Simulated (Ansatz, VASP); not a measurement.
Two plane-wave programs on NaMg3O4

INCAR

```
SYSTEM = NaMg3O4
ALGO = Normal
EDIFF = 1E-6
ENCUT = 520
GGA = PE
ISIF = 2
ISMEAR = -5
IVDW = 12
LASPH = .TRUE.
LCHARG = .TRUE.
LELF = .TRUE.
LREAL = .FALSE.
LVHAR = .TRUE.
LWAVE = .FALSE.
NBANDS = 28
NELM = 100
PREC = Accurate
SIGMA = 0.05
```

KPOINTS

```
k-points
0
G
  6 6 6
  0 0 0
```

POSCAR

```
NaMg3O4
1.0
    4.3537536500      0.0000000000      0.0000000000
    0.0000000000      4.3537536500      0.0000000000
    0.0000000000      0.0000000000      4.3537536500
Mg Na O
3 1 4
Direct
    0.5000000000      0.5000000000      0.0000000000
    0.0000000000      0.5000000000      0.5000000000
    0.5000000000      0.0000000000      0.5000000000
    0.0000000000      0.0000000000      0.0000000000
    0.0000000000      0.5000000000      0.0000000000
    0.5000000000      0.0000000000      0.0000000000
    0.0000000000      0.0000000000      0.5000000000
    0.5000000000      0.5000000000      0.5000000000
```

The input input.yaml:

```yaml
crystal:
  lattice:
    - [4.35375365, 0.0, 0.0]
    - [0.0, 4.35375365, 0.0]
    - [0.0, 0.0, 4.35375365]
  atoms:
    - { symbol: Mg, position: [0.5, 0.5, 0.0] }
    - { symbol: Mg, position: [0.0, 0.5, 0.5] }
    - { symbol: Mg, position: [0.5, 0.0, 0.5] }
    - { symbol: Na, position: [0.0, 0.0, 0.0] }
    - { symbol: O, position: [0.0, 0.5, 0.0] }
    - { symbol: O, position: [0.5, 0.0, 0.0] }
    - { symbol: O, position: [0.0, 0.0, 0.5] }
    - { symbol: O, position: [0.5, 0.5, 0.5] }
hamiltonian:
  xc: pbe
  pseudopotentials: { kind: paw }
  dispersion: d3bj
kpoints:
  mp_grid: { grid: [6, 6, 6] }
scf:
  occupations: { method: tetrahedron }
output:
  forces: true
  stress: true
  write_density: true
  write_potential: true
  elf: true
  volumetric_format: npy
```

The cell comes from a database or a generator and needn't be the stable form of this composition.

Alike in both runs: task single point; functional PBE; dispersion D3(BJ); k mesh 6 × 6 × 6; occupations tetrahedron; no spin polarisation.

|  | VASP | Ansatz |
| --- | --- | --- |
| version | VASP 6.6.1 | Ansatz 0.2.0 |
| potentials or method | VASP PAW PBE potentials, release 64 (Mg, Na_pv, O) | Ansatz PAW |
| plane-wave cutoff (eV) | 520 | 420 |
| valence electrons in the cell | 37 | 63 |

VASP gave:

- gap on the k mesh at the Fermi level (eV): none
- pressure (GPa): -5.5
- dispersion energy (meV/atom): -255.5

Task: Which values does Ansatz return?

Result: gap on the k mesh at the Fermi level (eV): none; pressure (GPa): -5.1; dispersion energy (meV/atom): -255.6.

A gap of «none» marks a metal or a gap that the smearing closes. The two sets of potentials don't hold the same shells in valence.

Caveats: an odd number of electrons without spin polarisation forces a metal; a magnetic or distorted state may lie lower; pairwise dispersion overbinds metals, which lowers pressure and volume; tetrahedron occupations give inexact forces and stress in metals (VASP); the pressure holds a Pulay correction of +0.6 GPa for the finite cutoff (Ansatz); with tetrahedron occupations forces and stress needn't match the slope of the energy (Ansatz).
